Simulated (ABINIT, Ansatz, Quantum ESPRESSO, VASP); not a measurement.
## Code comparison for LaC2 (I4/mmm, 3 atoms in the cell)

Self-consistent single point.

```yaml
crystal:
  lattice:
    - [-1.97717, 1.97717, 3.28824]
    - [1.97717, -1.97717, 3.28824]
    - [1.97717, 1.97717, -3.28824]
  atoms:
    - { symbol: La, position: [0.00000, 0.00000, 0.00000] }
    - { symbol: C, position: [0.40186, 0.40186, 0.00000] }
    - { symbol: C, position: [0.59814, 0.59814, 0.00000] }
```

All programs got the same cell, k-point mesh and kind of occupations (in Ansatz's words: kpoints.mp_grid.grid = 14 14 14; scf.occupations.method = fermi_dirac; scf.occupations.width = 0.0073 Ry); potentials, basis and cutoffs are each program's usual ones.

```json
[
 {"code": "Ansatz", "model": "PBEsol, default PAW files made with PBE", "pressure (GPa)": "-3.30", "largest force (eV/Å)": "0.268", "cutoff": "default"},
 {"code": "ABINIT", "model": "PBEsol, PAW (JTH v2.0 PBE PAW, files made for PBE)", "pressure (GPa)": "-2.75", "largest force (eV/Å)": "0.346", "cutoff": "26 Ha"},
 {"code": "Quantum ESPRESSO", "model": "PBEsol, GBRV 1.5 ultrasoft (PBESOL) pseudopotentials", "pressure (GPa)": "-2.92", "largest force (eV/Å)": "0.468", "cutoff": "40 Ry"},
 {"code": "VASP", "model": "PBEsol, VASP's PBE PAW potentials (set 64)", "pressure (GPa)": "-3.83", "largest force (eV/Å)": "0.412", "cutoff": "400 eV"}
]
```

The spread over the programs that give each value: pressure within 1.08 GPa; largest force within 0.200 eV/Å.

The starting cell comes from a database of computed structures (which also holds hypothetical and non-ambient phases and stackings), without a prior relaxation at this level. Its lattice was rescaled by a random factor within 2.5 % of one. On Ansatz's run: In the base run, with a pressure of about -3 GPa the cell is away from its equilibrium volume at this level.

**Question.** Why do the programs differ, and what cannot be compared?

**Answer.** Differences of this kind can come from the potentials, where these differ, and from what each basis and cutoff leave unconverged. The zero of total energies and Fermi levels follows the potentials and each program's conventions, so they are not compared here. Ansatz's pressure is given at a fixed set of plane waves, as the other plane-wave codes print theirs; with its correction for the finite basis it is -3.11 GPa. Ansatz's smearing width was typed in Ry to four decimals, so it matches the others to a few per cent. In the force vectors, Ansatz (by 0.110) and Quantum ESPRESSO (by 0.089) lie more than 0.08 eV/Å from the median of the plane-wave programs.

VASP's run is marked for a possible Pulay error in its stress at this cutoff; no cutoff test was made.

Left out of this page: FLEUR and SIESTA (not drawn, or without a comparable value).

Ansatz is a quantum-chemistry and plane-wave program.

Keys are those of Ansatz 0.2.
